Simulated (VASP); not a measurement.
Crystal: Ru.

```
Ru
1.0
     2.70580    0.00000    0.00000
    -1.35290    2.34329    0.00000
     0.00000    0.00000    4.28190
Ru
2
Direct
  0.33333 0.66667 0.25000
  0.66667 0.33333 0.75000
```

```yaml
Program: VASP 6.6.1
Task: relaxation of cell and atoms
Functional: PBE
Potentials_or_basis: VASP PAW PBE potentials, release 64 (Ru_pv)
Cutoff: 600 eV
k_mesh: 15 × 15 × 9
Occupations: methfessel-paxton, width 0.1 eV
Spin: no spin polarisation
```

At the start: pressure 4.3 GPa; volume 13.57 Å³/atom.

Problem. How do energy, volume and symmetry change on relaxing?

Solution. Over 4 steps the energy falls by 2.4 meV/atom and the volume is 13.75 Å³/atom (+1.3 %); space group P6_3/mmc (No. 194, to 0.05 Å).

Step by step:
```tsv
step	energy change (eV)	largest force (eV/Å)	pressure (GPa)	volume (Å³)
1	0.0000	0.0000	4.30	27.15
2	0.0350	0.0000	-11.17	28.61
3	-0.0048	0.0000	-0.04	27.52
4	-0.0048	0.0000	0.01	27.51
```

Final structure:
```
Ru
1.0
     2.71750    0.00000    0.00000
    -1.35875    2.35343    0.00000
     0.00000    0.00000    4.30121
Ru
2
Cartesian
  0.0000 1.5690 1.0753
  1.3588 0.7845 3.2259
```
